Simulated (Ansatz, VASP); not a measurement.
# LiCuI2 (CuAu-ordered zincblende type (invented)): VASP beside Ansatz

Aim: how closely do two programs agree when they are given the same cell, functional and k mesh? The cell is generated by rule, not measured, and may not be a known phase. The cell is taken from a series of runs on this material, whose earlier steps may have relaxed, scaled, displaced or heated it; both programs get it as it stands.

Program: Ansatz 0.2.0. Level of theory: plane waves, with VASP 6.6.1 beside it; relaxation of cell and atoms at PBEsol. Results are calculated unless marked as measured.

### Step 1. The starting structure

The structure is tetragonal, space group P-4m2 (No. 115). The conventional cell has a = 4.335 Å, b = 4.335 Å, c = 6.118 Å, α = 90.00°, β = 90.00°, γ = 90.00°. Nearest to Li lie 4 I at 2.71 Å. Nearest to Cu lie 4 I at 2.60 Å. Nearest to I lie 2 Cu at 2.60 Å and 2 Li at 2.71 Å. Farther neighbours and most contacts between anions are not listed.

### Step 2. VASP: relaxation of cell and atoms, PBEsol, pair 1

The relaxed volume is the usual yardstick between codes: in a stiff, nearly cubic crystal its relative difference is about their pressure difference at one cell divided by the bulk modulus.

Lines of VASP's logs that name or quote its potential files are left out, and so is its time.

File INCAR:

```
SYSTEM = LiCuI2
PREC = Accurate
ENCUT = 750
EDIFF = 1E-07
NELM = 120
ISMEAR = 0
SIGMA = 0.02
LREAL = .FALSE.
ALGO = Normal
GGA = PS
NBANDS = 20
LASPH = .TRUE.
LORBIT = 11
LWAVE = .FALSE.
LCHARG = .FALSE.
ISIF = 3
IBRION = 2
NSW = 80
EDIFFG = -0.005
GGA_COMPAT = .FALSE.
NELMIN = 4
EFERMI = MIDGAP
KPAR = 2
```

File POSCAR:

```
LiCuI2
1.0
    4.3352160000      0.0000000000      0.0000000000
    0.0000000000      4.3352160000      0.0000000000
    0.0000000000      0.0000000000      6.1181590000
Li Cu I
1 1 2
Direct
    0.0000000000      0.0000000000      0.0000000000
    0.5000000000      0.5000000000      0.5000000000
    0.0000000000      0.5000000000      0.2660766090
    0.5000000000      0.0000000000      0.7339233910
```

File KPOINTS:

```
Automatic mesh
0
Gamma
6 6 6
0 0 0
```

The projector-augmented-wave data sets are Li_sv, Cu and I (PBE family, release 64).

Launch:

```sh
$ mpirun -np 2 vasp_std
```

Numbers of over 12 decimals in the logs are rounded to 6 here.

Output:

```text
[banner, memory and clock lines left out]
running    2 mpi-ranks, on    1 nodes
 distrk:  each k-point on    1 cores,    2 groups
 distr:  one band on    1 cores,    1 groups

 POSCAR found type information on POSCAR LiCuI
 POSCAR found :  3 types and       4 ions
|                                                                             |
|               ----> ADVICE to this user running VASP <----                  |
|                                                                             |
|     You enforced a specific xc type in the INCAR file but a different       |
|     [... a line on the potential file left out ...]
|     I HOPE YOU KNOW WHAT YOU ARE DOING!                                     |
|                                                                             |

 LDA part: xc-table for (Slater+PW92), standard interpolation
 POSCAR, INCAR and KPOINTS ok, starting setup
 FFT: planning ... GRIDC
 FFT: planning ... GRID_SOFT
 FFT: planning ... GRID
 WAVECAR not read
 entering main loop
       N       E                     dE             d eps       ncg     rms          rms(c)
DAV:   1     0.211925747269E+03    0.21193E+03   -0.13326E+04  1600   0.176E+03
DAV:   2     0.111119287676E+02   -0.20081E+03   -0.19230E+03  1616   0.324E+02
DAV:   3    -0.111240132786E+02   -0.22236E+02   -0.21788E+02  2084   0.111E+02
DAV:   4    -0.127998790558E+02   -0.16759E+01   -0.16673E+01  2780   0.253E+01
DAV:   5    -0.128391676689E+02   -0.39289E-01   -0.39203E-01  2152   0.412E+00    0.610E+00
DAV:   6    -0.127254325999E+02    0.11374E+00   -0.99587E+00  2228   0.637E+01    0.452E+00
DAV:   7    -0.123783884250E+02    0.34704E+00   -0.19050E+00  1960   0.507E+01    0.235E+00
DAV:   8    -0.124086608206E+02   -0.30272E-01   -0.48962E-01  2524   0.109E+01    0.109E+00
DAV:   9    -0.123924025398E+02    0.16258E-01   -0.10232E-01  2304   0.817E+00    0.428E-01
DAV:  10    -0.123936324055E+02   -0.12299E-02   -0.69136E-03  2560   0.116E+00    0.240E-01
DAV:  11    -0.123931417693E+02    0.49064E-03   -0.63126E-03  2192   0.214E+00    0.332E-02
DAV:  12    -0.123932714293E+02   -0.12966E-03   -0.69299E-04  2496   0.294E-01    0.554E-02
DAV:  13    -0.123932751672E+02   -0.37379E-05   -0.54172E-05  2320   0.119E-01    0.119E-02
DAV:  14    -0.123932785304E+02   -0.33633E-05   -0.14128E-05  2224   0.505E-02    0.741E-03
DAV:  15    -0.123932786346E+02   -0.10414E-06   -0.13506E-06  2088   0.824E-03    0.239E-03
DAV:  16    -0.123932786543E+02   -0.19724E-07   -0.28688E-07  1988   0.499E-03
   1 F= -.12393279E+02 E0= -.12393279E+02  d E =-.123933E+02
[... from here on, the cycles between the ionic steps are left out ...]
   2 F= -.12393829E+02 E0= -.12393829E+02  d E =-.550839E-03
   7 F= -.12394458E+02 E0= -.12394458E+02  d E =-.409808E-03
   8 F= -.12395014E+02 E0= -.12395014E+02  d E =-.965946E-03
   9 F= -.12394621E+02 E0= -.12394621E+02  d E =-.572761E-03
  10 F= -.12395134E+02 E0= -.12395134E+02  d E =-.108543E-02
  11 F= -.12395180E+02 E0= -.12395180E+02  d E =-.461542E-04
  12 F= -.12395187E+02 E0= -.12395187E+02  d E =-.528423E-04
  13 F= -.12395184E+02 E0= -.12395184E+02  d E =-.503172E-04
  14 F= -.12395196E+02 E0= -.12395196E+02  d E =-.120493E-04
  15 F= -.12395173E+02 E0= -.12395173E+02  d E =0.114343E-04
 curvature:  -4.45 expect dE=-0.701E-04 dE for cont linesearch -0.552E-04
 ZBRENT: interpolating
 opt :   3.7208  next Energy=   -12.395208 (dE=-0.242E-04)
 bond charge predicted
       N       E                     dE             d eps       ncg     rms          rms(c)
DAV:   1    -0.123953210790E+02   -0.14835E-03   -0.61072E-03  2348   0.112E+00    0.901E-02
DAV:   2    -0.123952440875E+02    0.76992E-04   -0.17541E-03  1964   0.111E+00    0.364E-02
DAV:   3    -0.123952010917E+02    0.42996E-04   -0.33001E-04  2064   0.543E-01    0.185E-02
DAV:   4    -0.123951974855E+02    0.36061E-05   -0.41731E-05  1924   0.321E-02    0.106E-02
DAV:   5    -0.123951967964E+02    0.68917E-06   -0.33508E-06  2512   0.468E-02    0.915E-03
DAV:   6    -0.123951967294E+02    0.67003E-07   -0.13034E-06  2144   0.203E-02    0.308E-03
DAV:   7    -0.123951965030E+02    0.22636E-06   -0.10512E-06  1476   0.308E-02    0.977E-04
DAV:   8    -0.123951965020E+02    0.10132E-08   -0.14844E-07  1184   0.210E-03
  16 F= -.12395197E+02 E0= -.12395197E+02  d E =-.122689E-04
 curvature:  -0.98 expect dE=-0.324E-05 dE for cont linesearch -0.839E-06
 trial: gam= 0.00000 g(F)=  0.160E-06 g(S)=  0.315E-05 ort =-0.384E-05 (trialstep = 0.203E+01)
 search vector abs. value=  0.331E-05
 reached required accuracy - stopping structural energy minimisation
```

OUTCAR, selected parts (step 2):

```text
ion  position               nearest neighbor table
   1  0.000  0.000  0.000-   3 2.71   4 2.71   3 2.71   4 2.71
   2  0.500  0.500  0.500-   3 2.60   4 2.60   4 2.60   3 2.60
   3  0.000  0.500  0.266-   2 2.60   2 2.60   1 2.71   1 2.71
   4  0.500  0.000  0.734-   2 2.60   2 2.60   1 2.71   1 2.71

  LATTYP: Found a simple tetragonal cell.
 ALAT       =     4.3352160000
 C/A-ratio  =     1.4112697037

 Subroutine GETGRP returns: Found  8 space group operations
 (whereof  8 operations were pure point group operations)

The static configuration has the point symmetry D_2d.

 Found     40 irreducible k-points:

   k-points           NKPTS =     40   k-points in BZ     NKDIM =     40   number of bands    NBANDS=     20

   dimension x,y,z NGX =    40 NGY =   40 NGZ =   56
   dimension x,y,z NGXF=    80 NGYF=   80 NGZF=  112

   ENCUT  =  750.0 eV  55.12 Ry    7.42 a.u.   9.68  9.68 13.66*2*pi/ulx,y,z

   NELECT =      28.0000    total number of electrons

 k-points in reciprocal lattice and weights: Automatic mesh
   0.00000000  0.00000000  0.00000000       0.005
   0.16666667  0.00000000  0.00000000       0.019
   0.33333333  0.00000000  0.00000000       0.019
   0.50000000  0.00000000  0.00000000       0.009
   0.16666667  0.16666667  0.00000000       0.019
   0.33333333  0.16666667  0.00000000       0.037
   0.50000000  0.16666667  0.00000000       0.019
   0.33333333  0.33333333  0.00000000       0.019
   0.50000000  0.33333333  0.00000000       0.019
[...]
0.50000000  0.33333333  0.50000000       0.019
   0.50000000  0.50000000  0.50000000       0.005

 average (electrostatic) potential at core
       1 -61.5171       2 -66.4543       3 -92.6251       4 -92.6251

 E-fermi :   4.1760

 k-point     1 :       0.0000    0.0000    0.0000
  band No.  band energies     occupation
    ...
     10       1.7248      2.00000
     11       1.8031      2.00000
     12       3.0752      2.00000
     13       3.1293      2.00000
     14       3.1293      2.00000
     15       5.2227      0.00000
     16       6.0898      0.00000
     17       7.2746      0.00000
     18       8.4653      0.00000
     19       8.5049      0.00000
    ...

 k-point     2 :       0.1667    0.0000    0.0000
  band No.  band energies     occupation
    ...
     10       1.8016      2.00000
     11       1.8127      2.00000
     12       2.6615      2.00000
     13       2.8721      2.00000
     14       3.0733      2.00000
     15       5.8526      0.00000
     16       6.6505      0.00000
     17       7.7777      0.00000
     18       8.5889      0.00000
     19       8.6637      0.00000
    ...

 k-point     3 :       0.3333    0.0000    0.0000
  band No.  band energies     occupation
    ...
     10       1.7568      2.00000
     11       2.0470      2.00000
     12       2.2393      2.00000
     13       2.4578      2.00000
     14       2.9021      2.00000
     15       6.5556      0.00000
     16       7.5137      0.00000
     17       8.4740      0.00000
     18       9.0895      0.00000
     19       9.1328      0.00000
    ...

  Total        0.0083991      0.0083991      0.0109728      0.0000000      0.0000000     -0.0000000
  in kB        0.1172948      0.1172948      0.1532364      0.0000000      0.0000000     -0.0000000
  external PRESSURE =       0.1292753 kB  Pullay stress =       0.0000000 kB

  energy-cutoff  :      750.00
  volume of cell :      114.73
      direct lattice vectors                 reciprocal lattice vectors
     4.299641729  0.000000000  0.000000000     0.232577518  0.000000000 -0.000000000
     0.000000000  4.299641729  0.000000000     0.000000000  0.232577518  0.000000000
     0.000000000  0.000000000  6.205842988    -0.000000000  0.000000000  0.161138463

 POSITION                                       TOTAL-FORCE (eV/Angst)
 -----------------------------------------------------------------------------------
      0.00000      0.00000      0.00000         0.000000      0.000000      0.000000
      2.14982      2.14982      3.10292         0.000000     -0.000000      0.000000
      4.29964      2.14982      1.65888         0.000000      0.000000      0.001289
      2.14982      0.00000      4.54697        -0.000000      0.000000     -0.001289
 -----------------------------------------------------------------------------------
    total drift:                               -0.000000      0.000000     -0.000000

  FREE ENERGIE OF THE ION-ELECTRON SYSTEM (eV)
  ---------------------------------------------------
  free  energy   TOTEN  =       -12.3951965020 eV

  energy  without entropy=      -12.3951965020  energy(sigma->0) =      -12.39519650

 reached required accuracy - stopping structural energy minimisation

 total charge
# of ion       s       p       d       tot
------------------------------------------
    1        2.017   0.053   0.000   2.070
    2        0.336   0.285   9.331   9.952
    3        1.490   2.810   0.032   4.331
    4        1.490   2.810   0.032   4.331
--------------------------------------------------
tot          5.332   5.957   9.395  20.684

[... 3 further parts left out ...]
```

CONTCAR:

```
LiCuI2
   1.00000000000000
     4.2996417285534667    0.0000000000000000    0.0000000000000000
     0.0000000000000000    4.2996417285534667    0.0000000000000000
     0.0000000000000000    0.0000000000000000    6.2058429882597999
  Li              Cu              I
     1     1     2
Direct
     0.0000000000000000    0.0000000000000000    0.0000000000000000
     0.5000000000000000    0.5000000000000000    0.5000000000000000
     1.0000000000000000    0.5000000000000000    0.2673090340268902
     0.5000000000000000    0.0000000000000000    0.7326909659731097
```

The run keeps the 8 symmetry operations of its start, so it cannot find a distortion of lower symmetry.

### Step 3. Ansatz: relaxation of cell and atoms, PBEsol, pair 1

Ansatz runs on its default PAW (the set named soft_2) files.

The same cell, functional, mesh and smearing now go to Ansatz, which takes its cutoff from its data sets.

File input.yaml:

```yaml
crystal:
  lattice:
    - [4.3352162611, 0.0, 0.0]
    - [0.0, 4.3352162611, 0.0]
    - [0.0, 0.0, 6.118158927]
  atoms:
    - { symbol: Li, position: [0.0, 0.0, 0.0] }
    - { symbol: Cu, position: [0.5, 0.5, 0.5] }
    - { symbol: I, position: [0.0, 0.5, 0.2660765364] }
    - { symbol: I, position: [0.5, 0.0, 0.7339234636] }
kpoints:
  mp_grid: { grid: [6, 6, 6] }
hamiltonian:
  xc: pbesol
scf:
  occupations: { method: gaussian, width: 0.02 }
output:
  forces: true
  stress: true
  eigenvalues: true
  write_density: true
  write_potential: true
  elf: true
  volumetric_format: npy
relax:
  adjacent_minimum: "off"
  f_tol: 0.005
  max_steps: 80
  cell: { stress_tol: 0.05 }
```

Launch:

```sh
$ ansatz run input.yaml --threads 2 --pin off --max-ram 5120MiB --backend cpu --events-out ev --progress --plain --runs-dir out
```

Output:

```text
Engine: ansatz 0.2.0, x86_64-unknown-linux-gnu
Pseudopotentials: kind: paw
Pseudopotential: Li, paw, valence charge 3, recommended cutoff 420 eV (normal), Li.paw.azcp
Pseudopotential: Cu, paw, valence charge 19, recommended cutoff 420 eV (normal), Cu.paw.azcp
Pseudopotential: I, paw, valence charge 17, recommended cutoff 420 eV (normal), I.paw.azcp
Functional definition: PBEsol
  exchange = pbesol_x
  correlation = pbesol_c
Crystal: 4 atoms, lattice volume = 114.985 Å³
Basis set: ecut = 420 eV, 2245 PW (Γ), exchange–correlation on 60×60×90 points (8 copies of the dense FFT grid, shifted against one another)
Bands: 34, of which v1, the nominal top of the filled ones, is band 28 counted from 1 (27 counted from 0)
Symmetry: 8 space group operations
Space group: P-4m2 (ITA 115), of the structure as read, at distance tolerance 4.9e-5 Å
k-points: 40 of 216 (time reversal used)
Non-local potential: Li, projectors of the file, l = 0: 3, l = 1: 2, l = 2: 1
Non-local potential: Cu, projectors of the file, l = 0: 3, l = 1: 2, l = 2: 3, l = 3: 1
Non-local potential: I, projectors of the file, l = 0: 2, l = 1: 2, l = 2: 2, l = 3: 2
PAW form: soft (Blöchl's): semilocal exchange-correlation on the pseudo side does not see the compensation charge
PAW frozen core: Cu, regenerated for the run's functional, and the local potential with it (the file was generated under x = pbe(κ = 0.804, μ = 0.219515), c = pbe(β = 0.066725))
PAW frozen core: I, regenerated for the run's functional, and the local potential with it (the file was generated under x = pbe(κ = 0.804, μ = 0.219515), c = pbe(β = 0.066725))
PAW one-centre angular grid: Li, 110 points (default); XC on 64 Gauss nodes
PAW one-centre angular grid: Cu, 590 points (default); XC on 64 Gauss nodes
PAW one-centre angular grid: I, 590 points (default); XC on 64 Gauss nodes
Initial density: superposition of atomic densities (neutral atoms: chi_scale 0, normalization atom), corrected by the library's trained network
Initial wavefunctions: pseudopotential atomic-orbital guess
Functional: x = pbesol(κ = 0.804, μ = 0.123457), c = pbesol(β = 0.046)
SCF iter   1: F=—  HF=-21658.934871 eV  |F-HF|=—  |Δ(HF+E_count)|=         —  Δρ=5.85e-3  dr2=2.33e-2  ethr=1.77e-3  ⟨swp⟩=7.9  Hψ=6340  notcnv=0  defer=2
preconditioner: auto → Resta (q_TF=auto, 2.420 Å⁻¹)  ε∞=4.8  [insulator: Δε(μ)=1.997 eV  Ē_g=9.003 eV  σ=0.020 eV  W_gap=1.00  n_scr=28 (ndim 8)  ℏωp=17.7 eV  f_vac=0.160  D(μ)=0.00/eV (n_scr^D=0)  ε∞_Penn≈4.8]
SCF iter   2: F=—  HF=-21658.933281 eV  |F-HF|=—  |Δ(HF+E_count)|=   1.59e-3  Δρ=4.40e-3  dr2=1.53e-2  ethr=4.17e-5  ⟨swp⟩=3.0  Hψ=3060  notcnv=0  defer=63
SCF iter   3: F=—  HF=-21658.929043 eV  |F-HF|=—  |Δ(HF+E_count)|=   4.24e-3  Δρ=1.34e-3  dr2=1.94e-3  ethr=2.73e-5  ⟨swp⟩=2.0  Hψ=2555  notcnv=0  defer=63
SCF iter   4: F=—  HF=-21658.928852 eV  |F-HF|=—  |Δ(HF+E_count)|=   1.91e-4  Δρ=2.65e-4  dr2=1.24e-4  ethr=3.46e-6  ⟨swp⟩=2.0  Hψ=2436  notcnv=0  defer=63
SCF iter   5: F=—  HF=-21658.928934 eV  |F-HF|=—  |Δ(HF+E_count)|=   8.19e-5  Δρ=1.07e-4  dr2=3.00e-5  ethr=2.21e-7  ⟨swp⟩=2.0  Hψ=1720  notcnv=0  defer=63
SCF iter   6: F=—  HF=-21658.928963 eV  |F-HF|=—  |Δ(HF+E_count)|=   2.98e-5  Δρ=5.54e-5  dr2=2.69e-6  ethr=5.36e-8  ⟨swp⟩=2.0  Hψ=1817  notcnv=0  defer=63
SCF iter   7: F=—  HF=-21658.928965 eV  |F-HF|=—  |Δ(HF+E_count)|=   2.05e-6  Δρ=1.44e-5  dr2=2.25e-7  ethr=4.80e-9  ⟨swp⟩=3.0  Hψ=2418  notcnv=0  defer=63
SCF iter   8: F=-21658.928966 eV  HF=-21658.928966 eV  |F-HF|=2.17e-8  |Δ(HF+E_count)|=   3.85e-7  Δρ=7.63e-6  dr2=5.26e-8  ethr=1.79e-10  ⟨swp⟩=14.4  Hψ=10087  notcnv=0
SCF 1 converged in 8 iterations: F = -21658.928966 eV  dr2 = 5.26e-8
  greatest PAW one-centre occupation: 1.000 electrons in one spin orbital (limit 2), on the Cu atom at site 1 (counted from 0), in its partial waves of l = 0
relax step   1: F+E_penalty+E_count = -21658.92896586 eV  Δ(F+E_penalty+E_count) = +0.000e0 eV  max|allowed force component| = 4.649e-2 eV/Å  Δτ_max = 0.0000 Å  P = -0.177 GPa  Ω = 114.985 Å³  (8 SCF iters, dr2 threshold 1.00e-7 eV, accepted)
[...]
relax step   3: F+E_penalty+E_count = -21658.93098003 eV  Δ(F+E_penalty+E_count) = -6.873e-4 eV  max|allowed force component| = 1.283e-2 eV/Å  Δτ_max = 0.0026 Å  P = +0.056 GPa  Ω = 114.414 Å³  energy of the carried Pulay correction = +1.068e-4 eV  (6 SCF iters, dr2 threshold 5.20e-8 eV, accepted)
[...]
relax step   4: F+E_penalty+E_count = -21658.93124112 eV  Δ(F+E_penalty+E_count) = -2.611e-4 eV  max|allowed force component| = 2.800e-4 eV/Å  Δτ_max = 0.0012 Å  P = +0.035 GPa  Ω = 114.461 Å³  energy of the carried Pulay correction = +9.799e-5 eV  (6 SCF iters, dr2 threshold 4.37e-8 eV, accepted)
[...]
relax step   5: F+E_penalty+E_count = -21658.93111930 eV  Δ(F+E_penalty+E_count) = +1.218e-4 eV  max|allowed force component| = 2.857e-4 eV/Å  Δτ_max = 0.0000 Å  P = +0.035 GPa  Ω = 114.461 Å³  stress off target by 4.14e-2 GPa  SCF on the basis re-selected at this cell (its energy is not comparable with the rows above)  (7 SCF iters)
basis re-selected at this cell: Δ(F+E_penalty+E_count) = +1.218e-4 eV, ΔP = +0.000 GPa vs the last step (what re-selecting the basis moved, of the pressure what is left beyond the Pulay correction that the steps carried, after the strain that the cell walked since its last selection, with what the two solves' SCF thresholds leave and, on support functions, any second-order correction that the steps lacked; it is no m [...]
SCF converged after 7 iterations
Free energy (F): -21658.931119 eV
Harris-Foulkes:  -21658.931119 eV  (|F-HF|=7.28e-12)
Internal energy: -21658.931119 eV  (E = F + TS)
E sigma→0 (E₀):  -21658.931119 eV
Fermi energy:    6.936991 eV
--- Per-component energies (eV) ---
  E_band       = -1390.854100
  E_kinetic    = 701.789877
  E_local      = -10870.703805  (includes V_loc(G=0)·N_el)
  E_nonlocal   = 196.325147
  E_hartree    = 5142.973722
  E_xc         = -351.656256
  E_vxc        = -383.077629  (∫ρ·V_xc dr)
  E_paw        = -11133.329436  (= ΣΔE_a)
  E_vpaw       = -1321.135778  (= ΣTr[D̂ρ^β])
  E_aug_tail   = 0.000375  (compensation charges beyond the density's cutoff)
  E_ewald      = -5345.361230
  E_core_change = 1.030486  (= ΣΔE_core)
  E_smearing   = -0.000000  (= −TS)
  E_closure    = -0.000000  (closes the sum)
  Σ components = -21658.931119   (vs F -21658.931119, Δ=0.00e0)
--- Forces (eV/Å), atoms counted from 1 ---
  atom   1  Li     0.00000000     0.00000000    -0.00000000
  atom   2  Cu     0.00000000     0.00000000    -0.00000000
  atom   3  I     -0.00000000    -0.00000000    -0.00028568
  atom   4  I     -0.00000000    -0.00000000     0.00028568
  max |Σ_I F_I| component: 7.87e-17 eV/Å
--- Stress (GPa, compression-positive) ---
        0.031338       0.000000       0.000000
        0.000000       0.031338       0.000000
        0.000000       0.000000       0.041366
  P = ⅓ Tr σ = 0.0347 GPa (0.347 kbar)
--- Band table (eV; the first three rows and the last of 40) ---
  k-point 0: bands = [... 24 lower, 4.5640, 5.8397, 5.8946, 5.8946, 7.9793, 8.8500, 10.0420, 11.2425, ... 2 higher]
  k-point 1: bands = [... 24 lower, 4.5669, 5.6686, 5.8261, 5.8261, 8.3539, 8.9765, 10.0604, 11.1808, ... 2 higher]
  k-point 2: bands = [... 24 lower, 4.5709, 5.4391, 5.6916, 5.6916, 9.0559, 9.3210, 9.9913, 11.1987, ... 2 higher]
  k-point 39: bands = [... 24 lower, 4.5219, 4.5219, 4.6983, 4.8996, 10.6020, 10.6020, 11.1002, 12.1342, ... 2 higher]
--- Relaxed structure (4 steps of the walk, 4 accepted, 1 SCFs on fresh bases) ---
  F+E_penalty+E_count = -21658.93111930 eV   max|allowed force component| = 2.857e-4 eV/Å   (the final SCF, on the basis selected at the relaxed cell)
  cell:  # Å, volume = 114.4606 Å³
    - [4.296079, 0.0, 0]
    - [0.0, 4.296079, 0.0]
    - [0, 0.0, 6.201712]
  atoms:
    - { symbol: Li, position: [0, 0.0, 0] }
    - { symbol: Cu, position: [0.500000, 0.500000, 0.5] }
    - { symbol: I, position: [0, 0.500000, 0.267383] }
    - { symbol: I, position: [0.500000, 0.0, 0.732617] }
```

[end of part 1 of 2]

[Lines on the potential files, build, host, timing and source positions are cut from VASP's logs without a mark.]

[Logs are printed without paths, hosts, clocks, repeated set-up lines and the standing remarks that a program may print on its own settings, such as how far it seeks lower states.]

[Hosts, paths, dates, database ids (printed as entryN), source tags and the programs' standing remarks are cut or masked in the printed files.]
